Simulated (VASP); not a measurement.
Level of theory: PBE GGA with D3 dispersion (Becke-Johnson damping), VASP's PBE PAW potentials (set 64) (plane waves; VASP).

A VASP calculation is set up with these files.

**KPOINTS**
```
Automatic mesh
0
Gamma
7 7 7
0 0 0
```

INCAR:
```
# general
SYSTEM = Li2S
PREC   = Accurate
ENCUT  = 520
LREAL  = .False.
LASPH  = .True.

# electronic loop
EDIFF  = 1E-7
NELM   = 100
ALGO   = Normal

# smearing
ISMEAR = 0
SIGMA  = 0.05

# functional
GGA    = PE
IVDW   = 12

# ions
ISIF   = 2

# output
LWAVE  = .False.
LCHARG = .False.
```

### POSCAR
```
Li2S
1
    0.0000000000     2.7854707964     2.7854707964
    2.7854707964     0.0000000000     2.7854707964
    2.7854707964     2.7854707964     0.0000000000
Li S
2 1
Direct
  0.2500000000   0.2500000000   0.2500000000
  0.7500000000   0.7500000000   0.7500000000
  0.0000000000   0.0000000000   0.0000000000
```

POTCAR, in this order: Li_sv S (PBE.64 set). Program: vasp_std.

Problem. What does the run give for the energy per atom (σ→0), dispersion energy?

Solution. 
| Item | Result |
|---|---|
| energy per atom (σ→0) | -4.270 eV/atom |
| dispersion energy | -0.847 eV |

File OSZICAR:
```
...
DAV:   9    -0.119631551312E+02    0.65342E-03   -0.22887E-03   544   0.273E-01    0.194E-01
DAV:  10    -0.119636726272E+02   -0.51750E-03   -0.11247E-03   432   0.216E-01    0.111E-01
DAV:  11    -0.119636661706E+02    0.64566E-05   -0.60110E-05   578   0.588E-02    0.272E-02
DAV:  12    -0.119636716445E+02   -0.54739E-05   -0.85541E-06   454   0.221E-02    0.517E-03
DAV:  13    -0.119636713566E+02    0.28793E-06   -0.60814E-07   660   0.680E-03    0.532E-03
DAV:  14    -0.119636711246E+02    0.23197E-06   -0.12899E-07   354   0.350E-03    0.153E-03
DAV:  15    -0.119636712160E+02   -0.91345E-07   -0.39467E-08   238   0.206E-03
   1 F= -.12810703E+02 E0= -.12810703E+02  d E =-.587984E-15
```

The compound is Li2S in the antifluorite structure. It was relaxed first, which changed the volume by -8 %.
